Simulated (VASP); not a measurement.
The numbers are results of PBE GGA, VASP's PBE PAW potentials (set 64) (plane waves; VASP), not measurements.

VASP ran on this input.

### INCAR
```
! general
SYSTEM  = Zn36O35
PREC    = Normal
ENCUT   = 400   ! plane-wave cut-off (eV)
LREAL   = Auto
LASPH   = .TRUE.
ISYM    = 0
NELECT  = 640.0

! electronic loop
EDIFF   = 1E-5   ! SCF stop (eV)
NELM    = 100
NELMIN  = 4
ALGO    = Fast   ! Davidson, then RMM-DIIS
LMAXMIX = 4   ! l cut-off of mixed one-centre charges

! smearing
ISMEAR  = 0
SIGMA   = 0.05

! functional
GGA     = PE   ! PBE

! ions
IBRION  = 2   ! conjugate gradients
NSW     = 60   ! most ionic steps
ISIF    = 2
EDIFFG  = -0.03   ! ionic stop

! output
LWAVE   = .FALSE.
LCHARG  = .FALSE.
```

**POSCAR**
```
Zn36O35
1
    4.9323206900    -8.5430313936     0.0000000000
    4.9323206900     8.5430313936     0.0000000000
    0.0000000000     0.0000000000    10.5847753959
Zn O
36 35
Direct
  0.2222220000   0.1111110000   0.2500000000
  0.1111110000   0.2222220000   0.0000000000
  0.2222220000   0.1111110000   0.7500000000
  0.1111110000   0.2222220000   0.5000000000
  0.2222220000   0.4444440000   0.2500000000
  0.1111110000   0.5555560000   0.0000000000
  0.2222220000   0.4444440000   0.7500000000
  0.1111110000   0.5555560000   0.5000000000
  0.2222220000   0.7777780000   0.2500000000
  0.1111110000   0.8888890000   0.0000000000
  0.2222220000   0.7777780000   0.7500000000
  0.1111110000   0.8888890000   0.5000000000
  0.5555560000   0.1111110000   0.2500000000
  0.4444440000   0.2222220000   0.0000000000
  0.5555560000   0.1111110000   0.7500000000
  0.4422210000   0.2200640000   0.4968840000
  0.5546040000   0.4385200000   0.2463620000
  0.4444440000   0.5555560000   0.0000000000
  0.5555560000   0.4444440000   0.7500000000
  0.4396450000   0.5502230000   0.5034520000
  0.5555560000   0.7777780000   0.2500000000
  0.4444440000   0.8888890000   0.0000000000
  0.5555560000   0.7777780000   0.7500000000
  0.4444440000   0.8888890000   0.5000000000
  0.8888890000   0.1111110000   0.2500000000
  0.7777780000   0.2222220000   0.0000000000
  0.8888890000   0.1111110000   0.7500000000
  0.7777780000   0.2222220000   0.5000000000
  0.8888890000   0.4444440000   0.2500000000
  0.7777780000   0.5555560000   0.0000000000
  0.8888890000   0.4444440000   0.7500000000
  0.7760680000   0.5537430000   0.5038050000
  0.8888890000   0.7777780000   0.2500000000
  0.7777780000   0.8888890000   0.0000000000
  0.8888890000   0.7777780000   0.7500000000
  0.7777780000   0.8888890000   0.5000000000
  0.2222220000   0.1111110000   0.4410000000
  0.1111110000   0.2222220000   0.1910000000
  0.2222220000   0.1111110000   0.9410000000
  0.1111110000   0.2222220000   0.6910000000
  0.2222220000   0.4444440000   0.4410000000
  0.1111110000   0.5555560000   0.1910000000
  0.2222220000   0.4444440000   0.9410000000
  0.1111110000   0.5555560000   0.6910000000
  0.2222220000   0.7777780000   0.4410000000
  0.1111110000   0.8888890000   0.1910000000
  0.2222220000   0.7777780000   0.9410000000
  0.1111110000   0.8888890000   0.6910000000
  0.5555560000   0.1111110000   0.4410000000
  0.4444440000   0.2222220000   0.1910000000
  0.5555560000   0.1111110000   0.9410000000
  0.4444440000   0.2222220000   0.6910000000
  0.4444440000   0.5555560000   0.1910000000
  0.5555560000   0.4444440000   0.9410000000
  0.4444440000   0.5555560000   0.6910000000
  0.5555560000   0.7777780000   0.4410000000
  0.4444440000   0.8888890000   0.1910000000
  0.5555560000   0.7777780000   0.9410000000
  0.4444440000   0.8888890000   0.6910000000
  0.8888890000   0.1111110000   0.4410000000
  0.7777780000   0.2222220000   0.1910000000
  0.8888890000   0.1111110000   0.9410000000
  0.7777780000   0.2222220000   0.6910000000
  0.8888890000   0.4444440000   0.4410000000
  0.7777780000   0.5555560000   0.1910000000
  0.8888890000   0.4444440000   0.9410000000
  0.7777780000   0.5555560000   0.6910000000
  0.8888890000   0.7777780000   0.4410000000
  0.7777780000   0.8888890000   0.1910000000
  0.8888890000   0.7777780000   0.9410000000
  0.7777780000   0.8888890000   0.6910000000
```

KPOINTS:
```
kpoints
0
gamma
 1 1 1
0 0 0
```

POTCAR, in this order: Zn O (PBE.64 set). Program: vasp_gam.

Output

**OSZICAR**
```
...
RMM:   7    -0.314881661269E+03    0.39717E-05   -0.29892E-05   522   0.116E-02
  16 F= -.31488166E+03 E0= -.31488166E+03  d E =-.204129E-01
       N       E                     dE             d eps       ncg     rms          rms(c)
DAV:   1    -0.314881733246E+03   -0.68005E-04   -0.69211E+00   784   0.486E+00    0.426E-01
RMM:   2    -0.314889957598E+03   -0.82244E-02   -0.93824E-02   768   0.647E-01    0.390E-01
RMM:   3    -0.314890288888E+03   -0.33129E-03   -0.10644E-02   768   0.221E-01    0.213E-01
RMM:   4    -0.314890082539E+03    0.20635E-03   -0.13375E-03   774   0.886E-02    0.167E-01
RMM:   5    -0.314889975399E+03    0.10714E-03   -0.56925E-04   768   0.491E-02    0.544E-02
RMM:   6    -0.314889980399E+03   -0.50002E-05   -0.14860E-04   743   0.214E-02    0.304E-02
RMM:   7    -0.314889974390E+03    0.60094E-05   -0.37771E-05   547   0.132E-02
  17 F= -.31488997E+03 E0= -.31488997E+03  d E =-.287260E-01
       N       E                     dE             d eps       ncg     rms          rms(c)
DAV:   1    -0.314893866096E+03   -0.38857E-02   -0.37092E+00   784   0.361E+00    0.284E-01
RMM:   2    -0.314898946058E+03   -0.50800E-02   -0.54976E-02   768   0.494E-01    0.182E-01
RMM:   3    -0.314899253919E+03   -0.30786E-03   -0.68536E-03   768   0.179E-01    0.100E-01
RMM:   4    -0.314899229101E+03    0.24818E-04   -0.83632E-04   776   0.700E-02    0.669E-02
RMM:   5    -0.314899199146E+03    0.29956E-04   -0.21519E-04   750   0.342E-02    0.287E-02
RMM:   6    -0.314899203410E+03   -0.42645E-05   -0.72962E-05   659   0.149E-02
  18 F= -.31489920E+03 E0= -.31489920E+03  d E =-.922902E-02
       N       E                     dE             d eps       ncg     rms          rms(c)
DAV:   1    -0.314892469315E+03    0.67298E-02   -0.85314E+00   776   0.547E+00    0.433E-01
RMM:   2    -0.314904221374E+03   -0.11752E-01   -0.12712E-01   768   0.750E-01    0.278E-01
RMM:   3    -0.314904912309E+03   -0.69093E-03   -0.15656E-02   768   0.271E-01    0.152E-01
RMM:   4    -0.314904856487E+03    0.55822E-04   -0.19320E-03   776   0.106E-01    0.102E-01
RMM:   5    -0.314904787783E+03    0.68704E-04   -0.49635E-04   768   0.519E-02    0.434E-02
RMM:   6    -0.314904797043E+03   -0.92604E-05   -0.16937E-04   735   0.225E-02    0.217E-02
RMM:   7    -0.314904793216E+03    0.38273E-05   -0.30063E-05   515   0.108E-02
  19 F= -.31490479E+03 E0= -.31490479E+03  d E =-.148188E-01
       N       E                     dE             d eps       ncg     rms          rms(c)
DAV:   1    -0.314903345568E+03    0.14515E-02   -0.61286E+00   768   0.458E+00    0.353E-01
RMM:   2    -0.314912181605E+03   -0.88360E-02   -0.96138E-02   768   0.621E-01    0.211E-01
RMM:   3    -0.314912694266E+03   -0.51266E-03   -0.11805E-02   768   0.227E-01    0.122E-01
RMM:   4    -0.314912653416E+03    0.40850E-04   -0.13577E-03   778   0.868E-02    0.866E-02
RMM:   5    -0.314912594805E+03    0.58611E-04   -0.35982E-04   758   0.426E-02    0.338E-02
RMM:   6    -0.314912603683E+03   -0.88771E-05   -0.12399E-04   695   0.193E-02    0.200E-02
RMM:   7    -0.314912600183E+03    0.34997E-05   -0.23904E-05   493   0.100E-02
  20 F= -.31491260E+03 E0= -.31491260E+03  d E =-.780697E-02
       N       E                     dE             d eps       ncg     rms          rms(c)
DAV:   1    -0.314909478211E+03    0.31255E-02   -0.35602E+00   800   0.349E+00    0.266E-01
RMM:   2    -0.314914636427E+03   -0.51582E-02   -0.56032E-02   768   0.473E-01    0.161E-01
RMM:   3    -0.314914930102E+03   -0.29367E-03   -0.68523E-03   768   0.173E-01    0.942E-02
RMM:   4    -0.314914903767E+03    0.26335E-04   -0.78806E-04   776   0.659E-02    0.666E-02
RMM:   5    -0.314914868923E+03    0.34844E-04   -0.21314E-04   737   0.327E-02    0.260E-02
RMM:   6    -0.314914874370E+03   -0.54468E-05   -0.73053E-05   651   0.148E-02
  21 F= -.31491487E+03 E0= -.31491487E+03  d E =-.100812E-01
       N       E                     dE             d eps       ncg     rms          rms(c)
DAV:   1    -0.314914528888E+03    0.34003E-03   -0.25987E-01   848   0.945E-01    0.761E-02
RMM:   2    -0.314914920729E+03   -0.39184E-03   -0.42482E-03   768   0.130E-01    0.460E-02
RMM:   3    -0.314914944881E+03   -0.24152E-04   -0.52440E-04   758   0.479E-02    0.266E-02
RMM:   4    -0.314914943846E+03    0.10350E-05   -0.64420E-05   648   0.188E-02
  22 F= -.31491494E+03 E0= -.31491494E+03  d E =-.101506E-01
       N       E                     dE             d eps       ncg     rms          rms(c)
DAV:   1    -0.314909303932E+03    0.56409E-02   -0.66758E+00   768   0.484E+00    0.366E-01
RMM:   2    -0.314919568326E+03   -0.10264E-01   -0.10924E-01   768   0.673E-01    0.205E-01
RMM:   3    -0.314920223333E+03   -0.65501E-03   -0.13602E-02   768   0.250E-01    0.113E-01
RMM:   4    -0.314920220503E+03    0.28301E-05   -0.15676E-03   780   0.932E-02    0.928E-02
RMM:   5    -0.314920158723E+03    0.61781E-04   -0.39587E-04   764   0.437E-02    0.291E-02
RMM:   6    -0.314920170226E+03   -0.11503E-04   -0.11962E-04   712   0.195E-02    0.223E-02
RMM:   7    -0.314920166688E+03    0.35379E-05   -0.24540E-05   496   0.100E-02
  23 F= -.31492017E+03 E0= -.31492017E+03  d E =-.522284E-02
       N       E                     dE             d eps       ncg     rms          rms(c)
DAV:   1    -0.314917243803E+03    0.29264E-02   -0.24523E+00   784   0.294E+00    0.216E-01
RMM:   2    -0.314921073219E+03   -0.38294E-02   -0.40654E-02   768   0.410E-01    0.124E-01
RMM:   3    -0.314921311861E+03   -0.23864E-03   -0.50393E-03   768   0.152E-01    0.712E-02
RMM:   4    -0.314921306738E+03    0.51222E-05   -0.58026E-04   777   0.565E-02    0.586E-02
RMM:   5    -0.314921281006E+03    0.25733E-04   -0.15461E-04   721   0.269E-02    0.183E-02
RMM:   6    -0.314921285589E+03   -0.45837E-05   -0.45679E-05   579   0.120E-02
  24 F= -.31492129E+03 E0= -.31492129E+03  d E =-.634174E-02
       N       E                     dE             d eps       ncg     rms          rms(c)
DAV:   1    -0.314919394566E+03    0.18864E-02   -0.31208E+00   784   0.337E+00    0.261E-01
RMM:   2    -0.314923700229E+03   -0.43057E-02   -0.46878E-02   768   0.457E-01    0.176E-01
RMM:   3    -0.314923961865E+03   -0.26164E-03   -0.58297E-03   768   0.165E-01    0.930E-02
RMM:   4    -0.314923928465E+03    0.33400E-04   -0.63243E-04   772   0.602E-02    0.670E-02
RMM:   5    -0.314923899267E+03    0.29198E-04   -0.18682E-04   758   0.315E-02    0.250E-02
RMM:   6    -0.314923903436E+03   -0.41690E-05   -0.59736E-05   628   0.143E-02
  25 F= -.31492390E+03 E0= -.31492390E+03  d E =-.261785E-02
       N       E                     dE             d eps       ncg     rms          rms(c)
DAV:   1    -0.314923696635E+03    0.20263E-03   -0.16710E-01   848   0.782E-01    0.629E-02
RMM:   2    -0.314923939062E+03   -0.24243E-03   -0.26331E-03   768   0.108E-01    0.429E-02
RMM:   3    -0.314923953950E+03   -0.14888E-04   -0.32825E-04   761   0.394E-02    0.231E-02
RMM:   4    -0.314923952409E+03    0.15405E-05   -0.38653E-05   579   0.149E-02
  26 F= -.31492395E+03 E0= -.31492395E+03  d E =-.266682E-02
       N       E                     dE             d eps       ncg     rms          rms(c)
DAV:   1    -0.314921971296E+03    0.19827E-02   -0.22696E+00   800   0.289E+00    0.212E-01
RMM:   2    -0.314925167708E+03   -0.31964E-02   -0.34750E-02   768   0.389E-01    0.131E-01
RMM:   3    -0.314925341205E+03   -0.17350E-03   -0.42772E-03   768   0.142E-01    0.734E-02
RMM:   4    -0.314925320348E+03    0.20856E-04   -0.47057E-04   769   0.517E-02    0.513E-02
RMM:   5    -0.314925300728E+03    0.19620E-04   -0.13791E-04   742   0.266E-02    0.181E-02
RMM:   6    -0.314925303933E+03   -0.32043E-05   -0.41824E-05   564   0.120E-02
  27 F= -.31492530E+03 E0= -.31492530E+03  d E =-.135152E-02
```

### OUTCAR
```
------------------------ aborting loop because EDIFF is reached ----------------------------------------
  FORCE on cell =-STRESS in cart. coord.  units (eV):
  Direction    XX          YY          ZZ          XY          YZ          ZX
  --------------------------------------------------------------------------------------
  Total      -27.1696935    -26.6440688    -31.2287194     -0.0011279     -0.0056370     -0.0120467
  in kB      -48.8000617    -47.8559760    -56.0905639     -0.0020259     -0.0101248     -0.0216374
  external PRESSURE =     -50.9155339 kB  Pullay stress =       0.0000000 kB
  volume of cell :      892.02
      direct lattice vectors                 reciprocal lattice vectors
     4.932320690 -8.543031394  0.000000000     0.101372160 -0.058527234  0.000000000
     4.932320690  8.543031394  0.000000000     0.101372160  0.058527234  0.000000000
     0.000000000  0.000000000 10.584775396     0.000000000  0.000000000  0.094475316
  FREE ENERGIE OF THE ION-ELECTRON SYSTEM (eV)
  ---------------------------------------------------
  free  energy   TOTEN  =      -314.9253039327 eV

  energy  without entropy=     -314.9253039327  energy(sigma->0) =     -314.92530393

 reached required accuracy - stopping structural energy minimisation
```
(Selected blocks of OUTCAR.)

File CONTCAR:
```
Zn36O35
   1.00000000000000
     4.9323206900000001   -8.5430313935999997    0.0000000000000000
     4.9323206900000001    8.5430313935999997    0.0000000000000000
     0.0000000000000000    0.0000000000000000   10.5847753958999995
  Zn              O
    36    35
Direct
     0.2203497990469596    0.1104731742250440    0.2476632155612700
     0.1092465581702639    0.2211519153471095    0.0015063457221076
     0.2171921247820481    0.1090411744718165    0.7542172498709664
     0.1086211853888192    0.2208436325707875    0.5025252788932461
     0.2203987452358601    0.4429662541641071    0.2476931376696664
     0.1117360875058613    0.5568808494849119    0.0016227983956526
     0.2171688621962270    0.4413368042240856    0.7543077457654748
     0.1105696175037400    0.5547641340210621    0.4994723691113230
     0.2220293291126522    0.7775045613631540    0.2498369754272463
     0.1117683984620483    0.8879501199420166    0.0015989669448034
     0.2220860271895855    0.7776326526622802    0.7505575670444184
     0.1106749309625504    0.8889492184128733    0.4994625022877295
     0.5567619585906900    0.1104004895732266    0.2476419190616233
     0.4416501499410120    0.2166309280182135    0.9957608614995105
     0.5584310809162869    0.1089819387155126    0.7542403655619372
     0.4201128616623000    0.1735058212612546    0.5160171257796231
     0.5554371374891170    0.4441084355387989    0.2042274423164695
     0.4415763592584495    0.5581189612855103    0.9958593647683505
     0.5553639025490553    0.4442352721011066    0.7532666138644006
     0.4198944129917695    0.5796702202171120    0.5160988802222812
     0.5566082668315324    0.7792096858038070    0.2477730415838995
     0.4428477555047010    0.8879752522078234    0.0016076642809322
     0.5584332704233668    0.7825995076281752    0.7542400946528689
     0.4448634376380844    0.8890380591000068    0.4994971666583029
     0.8887489381358215    0.1108173260195927    0.2503352249184423
     0.7785627127169479    0.2211439589690828    0.0014905501254085
     0.8887715787909688    0.1108598402167651    0.7512795961548834
     0.7789009141871144    0.2207747389924424    0.5025256839628272
     0.8891740542638770    0.4428904135270990    0.2476924032018831
     0.7831181510305320    0.5581242399887143    0.9958469323039953
     0.8907078136566267    0.4412679780152984    0.7543002004733633
     0.8260324533524506    0.5794888705164527    0.5160893785325478
     0.8892132138189743    0.7792943791532773    0.2477186365872831
     0.7784851339615132    0.8903256122987451    0.0014982768553998
     0.8907322753802298    0.7825762045565058    0.7542311765395064
     0.7788556413817833    0.8910862554697353    0.5023834291610026
     0.2221369706908583    0.1125162119835533    0.4385687699771731
     0.1106621784378724    0.2218334388809858    0.1907373103866830
     0.2205554062967382    0.1100313348022519    0.9413353650433793
     0.1112560562548762    0.2222492146397982    0.6903743899367858
     0.2219581932631909    0.4426228760272872    0.4385848809015160
     0.1112408911557362    0.5558669622483420    0.1911111543056481
     0.2205782881612858    0.4435162237793895    0.9414283845655766
     0.1108341038507822    0.5551657887509812    0.6882404312647978
     0.2221114830354717    0.7775713788891609    0.4404705673598765
     0.1111597622777084    0.8883468790294735    0.1911131552185376
     0.2221490248478056    0.7775885293986753    0.9391477170995087
     0.1108390305808092    0.8888140162900809    0.6882650644836069
     0.5571505044542664    0.1125506479274379    0.4385244575483951
     0.4435135493955115    0.2203571440794604    0.1897206129341584
     0.5561765379709103    0.1100821440853616    0.9413345361647244
     0.4443145022714896    0.2220048220836914    0.6931732301533696
     0.4435230067122064    0.5560449468304776    0.1897942645063286
     0.5554199636261528    0.4442295038024009    0.9439549188567822
     0.4442398320031631    0.5554541063536726    0.6932890775034694
     0.5570279409287167    0.7775651656563389    0.4386078987024472
     0.4437201772597316    0.8882707953979273    0.1911306876712157
     0.5561716749750649    0.7790980258479888    0.9413763580572374
     0.4445556308210478    0.8888387510961294    0.6882813379645770
     0.8887776008884047    0.1108269445355179    0.4398995490889013
     0.7778214819238821    0.2218267622091713    0.1907386618363626
     0.8887245851546252    0.1107870915372550    0.9397120044932357
     0.7775861466324835    0.2221775116803645    0.6903812114192183
     0.8870516732641651    0.4425513277419679    0.4386020181089244
     0.7792189671100461    0.5561055920437558    0.1897661968020520
     0.8895479297676812    0.4435535265397696    0.9414229175126914
     0.7777119255973011    0.5554057638761333    0.6933240680336094
     0.8870522238572821    0.7774455446699148    0.4385794352188390
     0.7777250042570437    0.8888878775203977    0.1908236391344280
     0.8896403486485475    0.7791207789990796    0.9413536555129853
     0.7774822635973250    0.8884014907022950    0.6902488904724013
```

At this cut-off the stress carries a Pulay error, which pulls relaxed volumes low. The cell is charged, with a uniform compensating background. The supercell is sampled at Γ alone, which is coarse: total energies, pressure and levels can be off, energies of defects by several tenths of an eV.

The cell is a supercell with a defect, built from ZnO (wurtzite): vac_O, charge +2. The run is not spin-polarised, so no state with unpaired spins was tried.
